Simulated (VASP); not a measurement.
Data:

```
CELL_PARAMETERS angstrom
      2.67544     1.54467     4.74148
     -2.67544     1.54467     4.74148
      0.00000    -3.08934     4.74148
ATOMIC_POSITIONS crystal
  Zn 0.28407 0.28407 0.28407
  Zn 0.78407 0.78407 0.78407
  Sn 0.00184 0.00184 0.00184
  Sn 0.50184 0.50184 0.50184
  O  0.89277 0.21281 0.60710
  O  0.60710 0.89277 0.21281
  O  0.21281 0.60710 0.89277
  O  0.10710 0.71281 0.39277
  O  0.71281 0.39277 0.10710
  O  0.39277 0.10710 0.71281
```

The numbers are results of PBE GGA, VASP's PBE PAW potentials (set 64) (plane waves; VASP), not measurements. Run with 400 eV cut-off, 5×5×5 Γ-centred mesh, Fermi-Dirac smearing of 0.020 eV, potentials Zn Sn_d O.

At this cut-off the stress carries a Pulay error, which pulls relaxed volumes low. Unless said otherwise, spin-orbit coupling is left out, though it shifts the bands of the heavy elements here.

### Question
Estimate the energy per atom (σ→0), pressure, band gap (on the k-mesh) with the smallest direct gap where there is one.

### Answer

```yaml
band gap (on the k-mesh): 1.05 eV
smallest direct gap (on the k-mesh): 1.05 eV
energy per atom (σ→0): -5.486 eV/atom
pressure: -5.36 GPa
```

The structure comes from a computed database's ZnSnO3 entry; how it stands against other phases isn't given here. The cell was not relaxed at this level.
